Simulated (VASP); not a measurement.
A cell of Be (hcp) near equilibrium:

```yaml
crystal:
  lattice:
    - [1.13290, -1.96225, 0.00000]
    - [1.13290, 1.96225, 0.00000]
    - [0.00000, 0.00000, 3.56126]
  atoms:
    - { symbol: Be, position: [0.33333, 0.66667, 0.25000] }
    - { symbol: Be, position: [0.66667, 0.33333, 0.75000] }
```

The numbers are results of r2SCAN meta-GGA, VASP's PBE PAW potentials (set 64) (plane waves; VASP), not measurements.

```csv
run,ΔE (meV/atom),σxx,σyy,σzz,"largest shear component, with its sign (GPa)",largest force (eV/Å)
as it is,0.0,-0.98,-0.98,1.99,0.00,0.000
after one change,2.8,4.86,4.86,1.75,0.00,0.000
```
Stress is in GPa, positive when the cell is compressed.

Q: Which change was made?
(A) uniaxial strain of +2.0 % along z
(B) biaxial strain of -1.5 % in the xy plane
(C) atom 2 (Be) moved by -0.100 Å along y
(D) atom 2 (Be) moved by -0.075 Å along x

A: B, biaxial strain of -1.5 % in the xy plane

The compound is Be in the hcp structure.
